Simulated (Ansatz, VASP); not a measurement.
# SiSnSe3 (perovskite type (invented)): VASP beside Ansatz

One calculation is typed for both programs; each brings its own data sets. How far apart do they land? The cell is generated by rule, not measured, and may not be a known phase. The cell is taken from a series of runs on this material, whose earlier steps may have relaxed, scaled, displaced or heated it; both programs get it as it stands.

Calculated with Ansatz 0.2.0; plane waves, with VASP 6.6.1 beside it; relaxation of cell and atoms at PBE.

### 1. The structure

The structure is cubic, space group Pm-3m (No. 221). The conventional cell has a = 4.908 Å, b = 4.908 Å, c = 4.908 Å, α = 90.00°, β = 90.00°, γ = 90.00°. Nearest to Sn lie 12 Se at 3.47 Å. Nearest to Si lie 6 Se at 2.45 Å. Se has 2 Si at 2.45 Å nearest. Farther neighbours and most contacts between anions are not listed.

Coordinates:

```xyz
5
Lattice="4.9082 0.0000 0.0000 0.0000 4.9082 0.0000 0.0000 0.0000 4.9082" Properties=species:S:1:pos:R:3 pbc="T T T"
Sn    0.0000    0.0000    0.0000
Si    2.4541    2.4541    2.4541
Se    2.4541    2.4541    0.0000
Se    2.4541    0.0000    2.4541
Se    0.0000    2.4541    2.4541
```

### 2. VASP: relaxation of cell and atoms, PBE

The relaxed volume is the usual yardstick between codes: in a stiff, nearly cubic crystal its relative difference is about their pressure difference at one cell divided by the bulk modulus.

Lines of VASP's logs that name or quote its potential files are left out, and so is its time.

INCAR reads:

```
SYSTEM = SiSnSe3
PREC = Accurate
ENCUT = 500
EDIFF = 1E-07
NELM = 120
ISMEAR = 0
SIGMA = 0.1
LREAL = .FALSE.
ALGO = Normal
GGA = PE
NBANDS = 24
LORBIT = 11
LWAVE = .FALSE.
LCHARG = .FALSE.
ISIF = 3
IBRION = 2
NSW = 80
EDIFFG = -0.005
LASPH = .TRUE.
GGA_COMPAT = .FALSE.
NELMIN = 4
KPAR = 2
```

POSCAR reads:

```
SiSnSe3
1.0
    4.9081520000      0.0000000000      0.0000000000
    0.0000000000      4.9081520000      0.0000000000
    0.0000000000      0.0000000000      4.9081520000
Sn Si Se
1 1 3
Direct
    0.0000000000      0.0000000000      0.0000000000
    0.5000000000      0.5000000000      0.5000000000
    0.5000000000      0.5000000000      0.0000000000
    0.5000000000      0.0000000000      0.5000000000
    0.0000000000      0.5000000000      0.5000000000
```

KPOINTS reads:

```
Automatic mesh
0
Gamma
8 8 8
0 0 0
```

Potentials, in the order of the species: Sn_d, Si and Se (PBE family, release 64).

Run with:

```sh
> mpirun -np 2 vasp_std
```

Numbers of over 12 decimals in the logs are rounded to 6 here.

The log of the run:

```text
[banner, memory and clock lines left out]
running    2 mpi-ranks, on    1 nodes
 distrk:  each k-point on    1 cores,    2 groups
 distr:  one band on    1 cores,    1 groups

 POSCAR found type information on POSCAR SnSiSe
 POSCAR found :  3 types and       5 ions
 LDA part: xc-table for (Slater+PW92), standard interpolation
 POSCAR, INCAR and KPOINTS ok, starting setup
 FFT: planning ... GRIDC
 FFT: planning ... GRID_SOFT
 FFT: planning ... GRID
 WAVECAR not read
 entering main loop
       N       E                     dE             d eps       ncg     rms          rms(c)
DAV:   1     0.273492722297E+03    0.27349E+03   -0.15492E+04  1712   0.152E+03
DAV:   2     0.146283364750E+02   -0.25886E+03   -0.24999E+03  1792   0.381E+02
DAV:   3    -0.189131036743E+02   -0.33541E+02   -0.32543E+02  2184   0.121E+02
DAV:   4    -0.201427553205E+02   -0.12297E+01   -0.12213E+01  1904   0.251E+01
DAV:   5    -0.201747265934E+02   -0.31971E-01   -0.31956E-01  2384   0.434E+00    0.645E+00
DAV:   6    -0.195595023265E+02    0.61522E+00   -0.95308E-01  1952   0.590E+00    0.388E+00
DAV:   7    -0.195306017842E+02    0.28901E-01   -0.23785E-01  2024   0.211E+00    0.169E+00
DAV:   8    -0.195303575232E+02    0.24426E-03   -0.20720E-02  1952   0.104E+00    0.391E-01
DAV:   9    -0.195305840606E+02   -0.22654E-03   -0.14749E-03  2000   0.278E-01    0.878E-02
DAV:  10    -0.195306588146E+02   -0.74754E-04   -0.33582E-04  1984   0.861E-02    0.288E-02
DAV:  11    -0.195306691859E+02   -0.10371E-04   -0.32656E-05  2048   0.349E-02    0.103E-02
DAV:  12    -0.195306662223E+02    0.29636E-05   -0.13817E-05  1952   0.162E-02    0.345E-03
DAV:  13    -0.195306665879E+02   -0.36560E-06   -0.18154E-06  1904   0.856E-03    0.793E-04
DAV:  14    -0.195306665535E+02    0.34334E-07   -0.59477E-08  1248   0.247E-03
   1 F= -.19530667E+02 E0= -.19521906E+02  d E =-.195307E+02
 curvature:   0.00 expect dE= 0.000E+00 dE for cont linesearch  0.000E+00
 trial: gam= 0.00000 g(F)=  0.000E+00 g(S)=  0.369E-04 ort = 0.000E+00 (trialstep = 0.100E+01)
 search vector abs. value=  0.369E-04
 bond charge predicted
       N       E                     dE             d eps       ncg     rms          rms(c)
DAV:   1    -0.195309043726E+02   -0.23778E-03   -0.51899E-03  2200   0.683E-01    0.844E-02
DAV:   2    -0.195307251253E+02    0.17925E-03   -0.30988E-04  2048   0.167E-01    0.346E-02
DAV:   3    -0.195306844699E+02    0.40655E-04   -0.13391E-04  2248   0.104E-01    0.763E-03
DAV:   4    -0.195306810816E+02    0.33883E-05   -0.34512E-06  1832   0.123E-02    0.313E-03
DAV:   5    -0.195306803454E+02    0.73619E-06   -0.43872E-07  1824   0.488E-03    0.184E-03
DAV:   6    -0.195306799662E+02    0.37917E-06   -0.10600E-07  1008   0.321E-03    0.533E-04
DAV:   7    -0.195306800072E+02   -0.41011E-07   -0.16087E-08   920   0.110E-03
   2 F= -.19530680E+02 E0= -.19521938E+02  d E =-.134537E-04
 trial-energy change:   -0.000013  1 .order   -0.000015   -0.000037    0.000007
 step:   0.8113(harm=  0.8457)  dis= 0.00000  next Energy=   -19.530681 (dE=-0.141E-04)
 reached required accuracy - stopping structural energy minimisation
```

Parts of OUTCAR (step 2):

```text
ion  position               nearest neighbor table
   1  0.000  0.000  0.000-
   2  0.500  0.500  0.500-   3 2.45   4 2.45   5 2.45   3 2.45   4 2.45   5 2.45
   3  0.500  0.500  0.000-   2 2.45   2 2.45
   4  0.500  0.000  0.500-   2 2.45   2 2.45
   5  0.000  0.500  0.500-   2 2.45   2 2.45

  LATTYP: Found a simple cubic cell.
 ALAT       =     4.9081520000

 Subroutine GETGRP returns: Found 48 space group operations
 (whereof 48 operations were pure point group operations)

The static configuration has the point symmetry O_h .

 Found     35 irreducible k-points:

   k-points           NKPTS =     35   k-points in BZ     NKDIM =     35   number of bands    NBANDS=     24

   dimension x,y,z NGX =    36 NGY =   36 NGZ =   36
   dimension x,y,z NGXF=    72 NGYF=   72 NGZF=   72

   ENCUT  =  500.0 eV  36.75 Ry    6.06 a.u.   8.95  8.95  8.95*2*pi/ulx,y,z

   NELECT =      36.0000    total number of electrons

 k-points in reciprocal lattice and weights: Automatic mesh
   0.00000000  0.00000000  0.00000000       0.002
   0.12500000  0.00000000  0.00000000       0.012
   0.25000000  0.00000000  0.00000000       0.012
   0.37500000  0.00000000  0.00000000       0.012
   0.50000000  0.00000000  0.00000000       0.006
   0.12500000  0.12500000  0.00000000       0.023
   0.25000000  0.12500000  0.00000000       0.047
   0.37500000  0.12500000  0.00000000       0.047
   0.50000000  0.12500000  0.00000000       0.023
[...]
0.50000000  0.50000000  0.37500000       0.012
   0.50000000  0.50000000  0.50000000       0.002

 average (electrostatic) potential at core
       1-102.5836       2 -85.4225       3 -53.1220       4 -53.1220       5 -53.1220

 E-fermi :   5.1065

 k-point     1 :       0.0000    0.0000    0.0000
  band No.  band energies     occupation
    ...
     15       3.5937      2.00000
     16       3.5937      2.00000
     17       3.9917      2.00000
     18       3.9917      2.00000
     19       3.9917      2.00000
     20       8.6197      0.00000
     21       8.6197      0.00000
     22       8.6197      0.00000
     23       9.4286      0.00000
     24       9.4286      0.00000

 k-point     2 :       0.1250    0.0000    0.0000
  band No.  band energies     occupation
    ...
     15       3.4684      2.00000
     16       3.8800      2.00000
     17       3.9340      2.00000
     18       3.9340      2.00000
     19       4.0119      2.00000
     20       8.0900      0.00000
     21       8.4004      0.00000
     22       8.4004      0.00000
     23       9.4885      0.00000
     24       9.9020      0.00000

 k-point     3 :       0.2500    0.0000    0.0000
  band No.  band energies     occupation
    ...
     15       3.0359      2.00000
     16       3.6369      2.00000
     17       3.9874      2.00000
     18       3.9874      2.00000
     19       4.8957      1.99713
     20       7.0605      0.00000
     21       7.9721      0.00000
     22       7.9721      0.00000
     23       9.6517      0.00000
     24      11.0358      0.00000

  Total       -0.0065146     -0.0065146     -0.0065146     -0.0000000      0.0000000     -0.0000000
  in kB       -0.0881851     -0.0881851     -0.0881851     -0.0000000      0.0000000     -0.0000000
  external PRESSURE =      -0.0881851 kB  Pullay stress =       0.0000000 kB

  energy-cutoff  :      500.00
  volume of cell :      118.36
      direct lattice vectors                 reciprocal lattice vectors
     4.909843031 -0.000000000 -0.000000000     0.203672499 -0.000000000 -0.000000000
     0.000000000  4.909843031 -0.000000000     0.000000000  0.203672499 -0.000000000
     0.000000000  0.000000000  4.909843031     0.000000000  0.000000000  0.203672499

 POSITION                                       TOTAL-FORCE (eV/Angst)
 -----------------------------------------------------------------------------------
      0.00000      0.00000      0.00000        -0.000000      0.000000      0.000000
      2.45492      2.45492      2.45492        -0.000000     -0.000000      0.000000
      2.45492      2.45492     -0.00000        -0.000000     -0.000000      0.000000
      2.45492      0.00000      2.45492        -0.000000     -0.000000      0.000000
      0.00000      2.45492      2.45492         0.000000     -0.000000      0.000000
 -----------------------------------------------------------------------------------
    total drift:                                0.000000      0.000000      0.000000

  FREE ENERGIE OF THE ION-ELECTRON SYSTEM (eV)
  ---------------------------------------------------
  free  energy   TOTEN  =       -19.5306800072 eV

  energy  without entropy=      -19.5131960142  energy(sigma->0) =      -19.52193801

 reached required accuracy - stopping structural energy minimisation

 total charge
# of ion       s       p       d       tot
------------------------------------------
    1        1.402   0.488   9.960  11.850
    2        0.800   0.701   0.000   1.501
    3        1.480   2.293   0.038   3.811
    4        1.480   2.293   0.038   3.811
    5        1.480   2.293   0.038   3.811
--------------------------------------------------
tot          6.642   8.067  10.074  24.784

[... 3 further parts left out ...]
```

CONTCAR:

```
SiSnSe3
   1.00000000000000
     4.9098430313800332   -0.0000000000000000   -0.0000000000000000
     0.0000000000000000    4.9098430313800332   -0.0000000000000000
     0.0000000000000000    0.0000000000000000    4.9098430313800332
  Sn              Si              Se
     1     1     3
Direct
     0.0000000000000000    0.0000000000000000    0.0000000000000000
     0.5000000000000000    0.5000000000000000    0.5000000000000000
     0.5000000000000000    0.5000000000000000    0.0000000000000000
     0.5000000000000000    0.0000000000000000    0.5000000000000000
     0.0000000000000000    0.5000000000000000    0.5000000000000000
```

### 3. Ansatz: relaxation of cell and atoms, PBE

Ansatz runs on its default PAW (the set named soft_2) files.

The same cell, functional, mesh and smearing now go to Ansatz, which takes its cutoff from its data sets.

input.yaml reads:

```yaml
crystal:
  lattice:
    - [4.9081518023, 0.0, 0.0]
    - [0.0, 4.9081518023, 0.0]
    - [0.0, 0.0, 4.9081518023]
  atoms:
    - { symbol: Sn, position: [0.0, 0.0, 0.0] }
    - { symbol: Si, position: [0.5, 0.5, 0.5] }
    - { symbol: Se, position: [0.5, 0.5, 0.0] }
    - { symbol: Se, position: [0.5, 0.0, 0.5] }
    - { symbol: Se, position: [0.0, 0.5, 0.5] }
kpoints:
  mp_grid: { grid: [8, 8, 8] }
hamiltonian:
  xc: pbe
scf:
  occupations: { method: gaussian, width: 0.1 }
output:
  forces: true
  stress: true
  eigenvalues: true
  write_density: true
  write_potential: true
  elf: true
  volumetric_format: npy
relax:
  adjacent_minimum: "off"
  f_tol: 0.005
  max_steps: 80
  cell: { stress_tol: 0.05 }
```

Run with:

```sh
> ansatz run input.yaml --threads 4 --pin off --max-ram 9216MiB --backend cpu --events-out ev --progress --plain --runs-dir out
```

The log of the run:

```text
Engine: ansatz 0.2.0, aarch64-unknown-linux-gnu
Pseudopotentials: kind: paw
Pseudopotential: Sn, paw, valence charge 14, recommended cutoff 420 eV (normal), Sn.paw.azcp
Pseudopotential: Si, paw, valence charge 4, recommended cutoff 420 eV (normal), Si.paw.azcp
Pseudopotential: Se, paw, valence charge 16, recommended cutoff 420 eV (normal), Se.paw.azcp
Functional definition: PBE
  parameter kappa = 0.804
  parameter beta = 0.066725
  exchange = pbe_x(kappa = kappa, mu = beta*pi^2/3)
  correlation = pbe_c(beta = beta)
Crystal: 5 atoms, lattice volume = 118.237 Å³
Basis set: ecut = 420 eV, 2325 PW (Γ), exchange–correlation on 72×72×72 points (8 copies of the dense FFT grid, shifted against one another)
Bands: 40, of which v1, the nominal top of the filled ones, is band 33 counted from 1 (32 counted from 0)
Symmetry: 48 space group operations
Space group: Pm-3m (ITA 221), of the structure as read, at distance tolerance 4.9e-5 Å
k-points: 35 of 512
Non-local potential: Sn, projectors of the file, l = 0: 2, l = 1: 2, l = 2: 2, l = 3: 2
Non-local potential: Si, projectors of the file, l = 0: 2, l = 1: 2, l = 2: 2
Non-local potential: Se, projectors of the file, l = 0: 2, l = 1: 2, l = 2: 3, l = 3: 1
PAW form: soft (Blöchl's): semilocal exchange-correlation on the pseudo side does not see the compensation charge
PAW one-centre angular grid: Sn, 590 points (default); XC on 64 Gauss nodes
PAW one-centre angular grid: Si, 110 points (default); XC on 64 Gauss nodes
PAW one-centre angular grid: Se, 590 points (default); XC on 64 Gauss nodes
Initial density: superposition of atomic densities (neutral atoms: chi_scale 0, normalization atom), corrected by the library's trained network
Initial wavefunctions: pseudopotential atomic-orbital guess
Functional: x = pbe(κ = 0.804, μ = 0.219515), c = pbe(β = 0.066725)
SCF iter   1: F=—  HF=-23067.017063 eV  |F-HF|=—  |Δ(HF+E_count)|=         —  Δρ=2.09e-3  dr2=5.26e-3  ethr=1.77e-3  ⟨swp⟩=7.0  Hψ=5784  notcnv=0  defer=3
preconditioner: auto → Kerker (q_TF=auto, 2.476 Å⁻¹)  [metal: Δε(μ)=0.033 eV  Ē_g=8.932 eV  σ=0.100 eV  W_gap=0.18  n_scr=26 (ndim 8)  ℏωp=17.4 eV  f_vac=0.002  D(μ)=3.45/eV (n_scr^D=26)]
SCF iter   2: F=—  HF=-23067.016198 eV  |F-HF|=—  |Δ(HF+E_count)|=   8.64e-4  Δρ=1.10e-3  dr2=1.52e-3  ethr=7.97e-6  ⟨swp⟩=2.9  Hψ=2925  notcnv=0  defer=5
SCF iter   3: F=—  HF=-23067.016391 eV  |F-HF|=—  |Δ(HF+E_count)|=   1.93e-4  Δρ=3.50e-4  dr2=1.41e-4  ethr=2.31e-6  ⟨swp⟩=2.0  Hψ=1983  notcnv=0  defer=5
SCF iter   4: F=—  HF=-23067.016396 eV  |F-HF|=—  |Δ(HF+E_count)|=   4.44e-6  Δρ=1.37e-4  dr2=3.82e-5  ethr=2.14e-7  ⟨swp⟩=2.0  Hψ=2312  notcnv=0  defer=5
SCF iter   5: F=—  HF=-23067.016424 eV  |F-HF|=—  |Δ(HF+E_count)|=   2.85e-5  Δρ=5.10e-5  dr2=5.93e-6  ethr=5.79e-8  ⟨swp⟩=2.1  Hψ=2415  notcnv=0  defer=5
SCF iter   6: F=—  HF=-23067.016425 eV  |F-HF|=—  |Δ(HF+E_count)|=   9.42e-7  Δρ=2.40e-5  dr2=9.46e-7  ethr=8.98e-9  ⟨swp⟩=2.0  Hψ=2502  notcnv=0  defer=5
SCF iter   7: F=-23067.016426 eV  HF=-23067.016426 eV  |F-HF|=1.90e-8  |Δ(HF+E_count)|=   2.96e-7  Δρ=7.21e-6  dr2=9.80e-8  ethr=1.52e-10  ⟨swp⟩=11.0  Hψ=10143  notcnv=0
SCF 1 converged in 7 iterations: F = -23067.016426 eV  dr2 = 9.80e-8
  greatest PAW one-centre occupation: 1.000 electrons in one spin orbital (limit 2), on the Se atom at site 3 (counted from 0), in its partial waves of l = 2
relax step   1: F+E_penalty+E_count = -23067.01642557 eV  Δ(F+E_penalty+E_count) = +0.000e0 eV  max|allowed force component| = 4.733e-30 eV/Å  Δτ_max = 0.0000 Å  P = +0.003 GPa  Ω = 118.237 Å³  (7 SCF iters, dr2 threshold 1.00e-7 eV, accepted)
Initial density: handed on by an earlier stage of this run
Initial wavefunctions: pseudopotential atomic-orbital guess (no wavefunctions were taken with the density)
iter 1 solved again at ethr=1.52e-7 eV; its pass at ethr=3.10e-3 eV (dr2=1.00e-4 eV) is discarded
SCF iter   1: F=—  HF=-23067.016403 eV  |F-HF|=—  |Δ(HF+E_count)|=         —  Δρ=7.36e-6  dr2=9.91e-8  ethr=1.52e-7  ⟨swp⟩=3.0  Hψ=9146  notcnv=0
preconditioner: auto → Kerker (q_TF=auto, 2.476 Å⁻¹)  [metal: Δε(μ)=0.031 eV  Ē_g=8.940 eV  σ=0.100 eV  W_gap=0.17  n_scr=26 (ndim 8)  ℏωp=17.4 eV  f_vac=0.000  D(μ)=3.51/eV (n_scr^D=26)]
SCF iter   2: F=—  HF=-23067.016426 eV  |F-HF|=—  |Δ(HF+E_count)|=   2.22e-5  Δρ=5.26e-6  dr2=5.87e-8  ethr=1.50e-10  ⟨swp⟩=2.4  Hψ=2608  notcnv=0
SCF iter   3: F=—  HF=-23067.016426 eV  |F-HF|=—  |Δ(HF+E_count)|=   2.56e-8  Δρ=2.66e-6  dr2=1.48e-8  ethr=8.90e-11  ⟨swp⟩=2.0  Hψ=1615  notcnv=0
SCF iter   4: F=—  HF=-23067.016426 eV  |F-HF|=—  |Δ(HF+E_count)|=   7.36e-9  Δρ=7.46e-7  dr2=7.73e-10  ethr=2.24e-11  ⟨swp⟩=3.0  Hψ=2623  notcnv=0
SCF iter   5: F=-23067.016426 eV  HF=-23067.016426 eV  |F-HF|=1.82e-11  |Δ(HF+E_count)|=  3.82e-10  Δρ=2.30e-7  dr2=2.89e-11  ethr=1.00e-12  ⟨swp⟩=5.2  Hψ=7196  notcnv=0
SCF 2 converged in 5 iterations: F = -23067.016426 eV  dr2 = 2.89e-11
  greatest PAW one-centre occupation: 1.000 electrons in one spin orbital (limit 2), on the Se atom at site 2 (counted from 0), in its partial waves of l = 2
relax step   2: F+E_penalty+E_count = -23067.01642560 eV  Δ(F+E_penalty+E_count) = -2.659e-8 eV  max|allowed force component| = 3.405e-30 eV/Å  Δτ_max = 0.0000 Å  P = +0.003 GPa  Ω = 118.237 Å³  stress off target by 2.60e-3 GPa  SCF on the basis re-selected at this cell (its energy is not comparable with the rows above)  (5 SCF iters)
basis re-selected at this cell: Δ(F+E_penalty+E_count) = -2.659e-8 eV, ΔP = +0.000 GPa vs the last step (what re-selecting the basis moved, of the pressure what is left beyond the Pulay correction that the steps carried, after the strain that the cell walked since its last selection, with what the two solves' SCF thresholds leave and, on support functions, any second-order correction that the steps lacked; it is no m [...]
SCF converged after 5 iterations
Free energy (F): -23067.016426 eV
Harris-Foulkes:  -23067.016426 eV  (|F-HF|=1.82e-11)
Internal energy: -23066.998880 eV  (E = F + TS)
E sigma→0 (E₀):  -23067.007653 eV
Entropy (-TS):   -0.017546 eV (-3.509 meV/atom)
Fermi energy:    8.740281 eV
--- Per-component energies (eV) ---
  E_band       = -1216.435260
  E_kinetic    = 579.284236
  E_local      = -8124.258113  (includes V_loc(G=0)·N_el)
  E_nonlocal   = -1794.662591
  E_hartree    = 4127.455152
  E_xc         = -750.575836
  E_vxc        = -437.137700  (∫ρ·V_xc dr)
  E_paw        = -10378.645296  (= ΣΔE_a)
  E_vpaw       = 305.430262  (= ΣTr[D̂ρ^β])
  E_aug_tail   = -0.001766  (compensation charges beyond the density's cutoff)
  E_ewald      = -6725.594665
  E_smearing   = -0.017546  (= −TS)
  E_closure    = 0.000000  (closes the sum)
  Σ components = -23067.016426   (vs F -23067.016426, Δ=0.00e0)
--- Forces (eV/Å), atoms counted from 1 ---
  atom   1  Sn    -0.00000000     0.00000000    -0.00000000
  atom   2  Si     0.00000000     0.00000000     0.00000000
  atom   3  Se    -0.00000000    -0.00000000     0.00000000
  atom   4  Se     0.00000000     0.00000000     0.00000000
  atom   5  Se    -0.00000000     0.00000000     0.00000000
  max |Σ_I F_I| component: 2.04e-30 eV/Å
--- Stress (GPa, compression-positive) ---
        0.002601      -0.000000       0.000000
       -0.000000       0.002601       0.000000
       -0.000000       0.000000       0.002601
  P = ⅓ Tr σ = 0.0026 GPa (0.026 kbar)
--- Band table (eV; the first three rows and the last of 35) ---
  k-point 0: bands = [... 29 lower, 7.2242, 7.2242, 7.6235, 7.6235, 7.6235, 12.2578, 12.2578, 12.2578, ... 3 higher]
  k-point 1: bands = [... 29 lower, 7.0989, 7.5117, 7.5656, 7.5656, 7.6442, 11.7272, 12.0381, 12.0381, ... 3 higher]
  k-point 2: bands = [... 29 lower, 6.6665, 7.2683, 7.6187, 7.6187, 8.5302, 10.6964, 11.6093, 11.6093, ... 3 higher]
  k-point 34: bands = [... 29 lower, 7.1873, 9.2157, 9.2157, 9.2157, 10.4029, 10.4029, 10.4029, 12.2772, ... 3 higher]
--- Relaxed structure (1 steps of the walk, 1 accepted, 1 SCFs on fresh bases) ---
  F+E_penalty+E_count = -23067.01642560 eV   max|allowed force component| = 3.405e-30 eV/Å   (the final SCF, on the basis selected at the relaxed cell)
  cell:  # Å, volume = 118.2372 Å³
    - [4.9081518023, 0.0, 0.0]
    - [0.0, 4.9081518023, 0.0]
    - [0.0, 0.0, 4.9081518023]
  atoms:
    - { symbol: Sn, position: [0.0, 0.0, 0.0] }
    - { symbol: Si, position: [0.5, 0.5, 0.5] }
    - { symbol: Se, position: [0.5, 0.5, 0.0] }
    - { symbol: Se, position: [0.5, 0.0, 0.5] }
    - { symbol: Se, position: [0.0, 0.5, 0.5] }
```

The column dr2 measures how far the density is from self-consistency, as an energy; F and HF (Harris–Foulkes) agree once it is small.

### 4. Side by side

Known differences besides the potentials themselves: the data sets hold 66 valence electrons in Ansatz (on its default PAW (the set named soft_2) files) and 36 in VASP; the cutoff is 420 eV in Ansatz and 500 eV in VASP; Ansatz adds a Pulay correction to the stress that steers its cell, VASP none. Total energies have different zeros and are not compared.

The two programs side by side:

```csv
quantity,Ansatz,VASP,difference
volume (Å³),118.24,118.36,-0.10 %
"edge a after relaxation, in the typed setting (Å)",4.908,4.910,-0.03 %
```

### 5. Outcome

* difference in volume (relaxation of cell and atoms, PBE): -0.10 %

The difference in volume is -0.10 % (relaxation of cell and atoms, PBE), within the 1.2 % picked in this series as the mark of a large difference, as far as the stopping tolerances let one tell. The data sets hold unlike numbers of valence electrons (66 in Ansatz and 36 in VASP), so part of the differences comes from the potentials. 1 further run of this series is not shown here. How closely two codes agree says nothing of how well the functional describes the real material.

[Lines on the potential files, build, host, timing and source positions are cut from VASP's logs without a mark.]

[Logs are printed without paths, hosts, clocks, repeated set-up lines and the standing remarks that a program may print on its own settings, such as how far it seeks lower states.]

[Hosts, paths, dates, database ids (printed as entryN), source tags and the programs' standing remarks are cut or masked in the printed files.]
